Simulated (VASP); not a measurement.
An input for Quantum ESPRESSO's pw.x (written as the equivalent of a VASP run, and not itself run):

```
&CONTROL
  calculation = 'scf'
  pseudo_dir = './pseudo'
  outdir = './out'
  tprnfor = .true.
  tstress = .true.
/
&SYSTEM
  ibrav = 0
  nat = 2
  ntyp = 2
  ecutwfc = 84
  occupations = 'smearing'
  smearing = 'methfessel-paxton'
  degauss = 0.0147
  input_dft = 'pbe'
/
&ELECTRONS
  conv_thr = 7.3e-08
  electron_maxstep = 100
/
ATOMIC_SPECIES
  Zn 65.380 Zn.upf
  Au 196.967 Au.upf
CELL_PARAMETERS angstrom
     3.1500000    0.0000000    0.0000000
     0.0000000    3.1500000    0.0000000
     0.0000000    0.0000000    3.1500000
ATOMIC_POSITIONS crystal
  Zn   0.5000000  0.5000000  0.5000000
  Au   0.0000000  0.0000000  0.0000000
K_POINTS automatic
  10 10 10 0 0 0
```

### Question
Write the VASP files for the same calculation (PBE).

### Answer
This is not unique; one that fits is 
INCAR:
```
! general
SYSTEM  = AuZn
PREC    = Accurate
ENCUT   = 180   ! plane-wave cut-off (eV)
LREAL   = F   ! projection in real space or not
LASPH   = T

! electronic loop
EDIFF   = 1E-6   ! SCF stop (eV)
NELM    = 100
ALGO    = Normal   ! blocked Davidson
LMAXMIX = 6   ! l cut-off of mixed one-centre charges

! smearing
ISMEAR  = 1
SIGMA   = 0.2   ! width (eV)

! functional
GGA     = PE

! ions
ISIF    = 2   ! forces and stress, cell fixed

! output
LWAVE   = F
LCHARG  = F
```

**POSCAR**
```
AuZn
1.0
  3.1500000000   0.0000000000   0.0000000000
  0.0000000000   3.1500000000   0.0000000000
  0.0000000000   0.0000000000   3.1500000000
Zn Au
1 1
Cartesian
  1.5750000000   1.5750000000   1.5750000000
  0.0000000000   0.0000000000   0.0000000000
```

### KPOINTS
```
Regular mesh
0
G
  10 10 10
0 0 0
```

POTCAR, in this order: Zn Au (PBE.64 set). Program: vasp_std.

The two are equivalent in intent, not identical: the potentials are each code's own (VASP's PAW set, PseudoDojo norm-conserving files in pw.x), so ENCUT and ecutwfc are chosen apart and not converted; conv_thr bounds pw.x's estimated SCF error, while EDIFF bounds the energy change between steps.

The structure is a typed AuZn crystal. The cell was not relaxed at this level. The run is one of a series of settings (ENCUT = 180 against the base run), some of them coarse on purpose.
